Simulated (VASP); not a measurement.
OSZICAR of a VASP run on HfO2 (fluorite):

**OSZICAR**
```
       N       E                     dE             d eps       ncg     rms          rms(c)
DAV:   1     0.101172239355E+03    0.10117E+03   -0.13023E+04  1050   0.145E+03
DAV:   2    -0.321439623395E+02   -0.13332E+03   -0.13022E+03  1330   0.321E+02
DAV:   3    -0.360065294739E+02   -0.38626E+01   -0.38592E+01  1337   0.542E+01
DAV:   4    -0.360279268655E+02   -0.21397E-01   -0.21394E-01  1316   0.436E+00
DAV:   5    -0.360281035882E+02   -0.17672E-03   -0.17672E-03  1302   0.362E-01    0.481E+01
DAV:   6    -0.303797050848E+02    0.56484E+01   -0.30149E+01  1183   0.388E+01    0.431E+01
DAV:   7    -0.302839719018E+02    0.95733E-01   -0.77329E-01  1316   0.819E+00    0.290E+01
DAV:   8    -0.302593170141E+02    0.24655E-01   -0.23126E-01  1351   0.506E+00    0.589E+00
DAV:   9    -0.302481527888E+02    0.11164E-01   -0.43654E-02  1267   0.189E+00    0.166E+00
DAV:  10    -0.302482250241E+02   -0.72235E-04   -0.45088E-03  1421   0.532E-01    0.305E-01
DAV:  11    -0.302481961133E+02    0.28911E-04   -0.28686E-04  1211   0.142E-01    0.216E-01
DAV:  12    -0.302482074047E+02   -0.11291E-04   -0.54369E-05  1408   0.559E-02    0.600E-02
DAV:  13    -0.302482083460E+02   -0.94124E-06   -0.20065E-06  1333   0.115E-02    0.165E-02
DAV:  14    -0.302482085386E+02   -0.19257E-06   -0.60771E-07  1246   0.597E-03    0.125E-03
DAV:  15    -0.302482085208E+02    0.17786E-07   -0.38528E-08   819   0.169E-03
   1 F= -.30248209E+02 E0= -.30248209E+02  d E =-.528109E-20
```

Which electronic solver shows in the log?

It is blocked Davidson (ALGO = Normal, or the opening steps of other solvers). The INCAR had ALGO = Normal.

Can the final energy be trusted as converged?

The calculation finished and met its thresholds. It stopped with EDIFF = 1E-7, NELM = 100 (PBE GGA, plane waves, VASP's PBE PAW potentials (set 64)).

The compound is HfO2 in the fluorite structure, the high-temperature cubic form, which is unstable at 0 K; the monoclinic form is the stable one. It was relaxed first.
